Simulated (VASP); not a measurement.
All values below come from PBE GGA + U (Dudarev), VASP's PBE PAW potentials (set 64) (plane waves; VASP 6.6.1).

Input for VASP

KPOINTS:
```
K-points
0
G
11 11 11
```

### POSCAR
```
CuZn
1
    2.9500000000     0.0000000000     0.0000000000
    0.0000000000     2.9500000000     0.0000000000
    0.0000000000     0.0000000000     2.9500000000
Zn Cu
1 1
Direct
  0.5000000000   0.5000000000   0.5000000000
  0.0000000000   0.0000000000   0.0000000000
```

### INCAR
```
ALGO  =  Normal
EDIFF  =  1E-6
ENCUT  =  400
GGA  =  PE
ISIF  =  2
ISMEAR  =  1
LASPH  =  T
LCHARG  =  F
LDAU  =  T
LDAUJ  =  0 0
LDAUL  =  2 2
LDAUPRINT  =  1
LDAUTYPE  =  2
LDAUU  =  1.0 1.0
LMAXMIX  =  4
LORBIT  =  10
LREAL  =  F
LWAVE  =  F
NELM  =  100
PREC  =  Accurate
SIGMA  =  0.1
SYSTEM  =  CuZn
```

POTCAR, in this order: Zn Cu (PBE.64 set). Program: vasp_std.

The run wrote:

**OSZICAR**
```
       N       E                     dE             d eps       ncg     rms          rms(c)
DAV:   1     0.101233207300E+03    0.10123E+03   -0.10006E+04  1744   0.213E+03
DAV:   2    -0.276305072841E+01   -0.10400E+03   -0.10119E+03  1694   0.304E+02
DAV:   3    -0.541698406802E+01   -0.26539E+01   -0.26497E+01  2079   0.662E+01
DAV:   4    -0.543293085479E+01   -0.15947E-01   -0.15946E-01  1862   0.455E+00
DAV:   5    -0.543317145654E+01   -0.24060E-03   -0.24060E-03  2261   0.588E-01    0.866E+00
DAV:   6    -0.520715323109E+01    0.22602E+00   -0.13324E+01  1770   0.950E+01    0.515E+00
DAV:   7    -0.454383936762E+01    0.66331E+00   -0.29312E+00  1789   0.758E+01    0.220E+00
DAV:   8    -0.454203409274E+01    0.18053E-02   -0.10620E-01  2157   0.421E+00    0.115E+00
DAV:   9    -0.453449897438E+01    0.75351E-02   -0.14919E-02  2024   0.310E+00    0.485E-02
DAV:  10    -0.453451056720E+01   -0.11593E-04   -0.38451E-04  1904   0.218E-01    0.298E-02
DAV:  11    -0.453451323269E+01   -0.26655E-05   -0.39725E-06  2151   0.267E-02    0.973E-03
DAV:  12    -0.453451222875E+01    0.10039E-05   -0.26853E-07  1190   0.122E-02    0.109E-03
DAV:  13    -0.453451220405E+01    0.24700E-07   -0.11647E-07  1127   0.683E-03
   1 F= -.45345122E+01 E0= -.45345385E+01  d E =0.787778E-04
```

### OUTCAR
```
------------------------ aborting loop because EDIFF is reached ----------------------------------------
  FORCE on cell =-STRESS in cart. coord.  units (eV):
  Direction    XX          YY          ZZ          XY          YZ          ZX
  --------------------------------------------------------------------------------------
  Total        0.1201655      0.1201655      0.1201655      0.0000000     -0.0000000     -0.0000000
  in kB        7.4993638      7.4993638      7.4993638      0.0000000     -0.0000000     -0.0000000
  external PRESSURE =       7.4993638 kB  Pullay stress =       0.0000000 kB
  volume of cell :       25.67
      direct lattice vectors                 reciprocal lattice vectors
     2.950000000  0.000000000  0.000000000     0.338983051  0.000000000  0.000000000
     0.000000000  2.950000000  0.000000000     0.000000000  0.338983051  0.000000000
     0.000000000  0.000000000  2.950000000     0.000000000  0.000000000  0.338983051
 POSITION                                       TOTAL-FORCE (eV/Angst)
 -----------------------------------------------------------------------------------
      1.47500      1.47500      1.47500         0.000000      0.000000      0.000000
      0.00000      0.00000      0.00000         0.000000      0.000000      0.000000
 -----------------------------------------------------------------------------------
    total drift:                               -0.000000      0.000000      0.000000
  FREE ENERGIE OF THE ION-ELECTRON SYSTEM (eV)
  ---------------------------------------------------
  free  energy   TOTEN  =        -4.5345122040 eV

  energy  without entropy=       -4.5345909819  energy(sigma->0) =       -4.53453846

 total charge

# of ion       s       p       d       tot
------------------------------------------
    1        0.578   0.515   9.751  10.844
    2        0.421   0.374   9.209  10.005
--------------------------------------------------
tot          1.000   0.889  18.960  20.848
```
(Selected blocks of OUTCAR.)

The compound is CuZn in the CsCl type structure. The cell was not relaxed at this level. The run is one of a series of settings (LDAU = .TRUE., LDAUJ = 0 0, LDAUL = 2 2, LDAUTYPE = 2, LDAUU = 1.0 1.0 against the base run), some of them coarse on purpose. The electron count is odd and the run is not spin-polarised, which forces a metal.
